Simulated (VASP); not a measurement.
Energy against volume of SiO2 (rutile). Computed with revPBE GGA, VASP's PBE PAW potentials (set 64) (plane waves; VASP). Run with 520 eV cut-off, 5×5×8 Γ-centred mesh, Gaussian smearing of 0.050 eV, potentials Si O.

Shape and ions are relaxed at each volume.

| V (Å³/atom) | E (eV/atom) |
|---|---|
| 7.907 | -7.36453 |
| 8.151 | -7.37128 |
| 8.396 | -7.36669 |
| 8.640 | -7.35317 |

Q: Fit these four points and predict the energy of the run at 7.662 Å³/atom.

A: A cubic in V^(−2/3), the third-order Birch-Murnaghan form, passes through the four points with V0 = 8.17 Å³/atom and B0 = 244 GPa, and gives -7.3435 eV/atom there. The run gave -7.3439 eV/atom, -0.4 meV/atom from the fit; all five points give B0 = 242 GPa.

The compound is SiO2 in the rutile structure, stishovite, a high-pressure form. It was relaxed first, which changed the volume by +5 %.
